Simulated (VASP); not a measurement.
Here is the system:

```yaml
crystal:
  lattice:
    - [4.31588, 0.00000, 0.00000]
    - [-2.15794, 3.73767, 0.00000]
    - [0.00000, 0.00000, 7.06842]
  atoms:
    - { symbol: Ti, position: [0.66667, 0.33333, 0.00000] }
    - { symbol: Ti, position: [0.33333, 0.66667, 0.50000] }
    - { symbol: Se, position: [0.66667, 0.33333, 0.62520] }
    - { symbol: Se, position: [0.33333, 0.66667, 0.12520] }
```

The numbers are results of PBE GGA, VASP's PBE PAW potentials (set 64) (plane waves; VASP 6.6.1), not measurements. Run with 400 eV cut-off, KSPACING 0.2 per Å, Gaussian smearing of 0.050 eV, potentials Ti_sv Se.

### Question
Which forces act on the atoms, in eV/Å?

### Answer

| atom | Fx | Fy | Fz |
|---|---|---|---|
| Ti1 | 0.000 | 0.000 | -0.243 |
| Ti2 | 0.000 | 0.000 | -0.243 |
| Se3 | 0.000 | 0.000 | 0.243 |
| Se4 | 0.000 | 0.000 | 0.243 |

### Question
Give the stress tensor in GPa (positive for a compressed cell).

### Answer

```
-8.66   0.00   0.00
 0.00  -8.66   0.00
 0.00   0.00  -8.28
```
The pressure is its mean diagonal, -8.53 GPa.

The structure was generated: TiSe was put into the wurtzite type (P6_3mc), which need not be its known phase. The cell was not relaxed at this level. The run is one of a series of settings (KGAMMA = .TRUE., KSPACING = 0.2, KPOINTS file removed against the base run), some of them coarse on purpose.
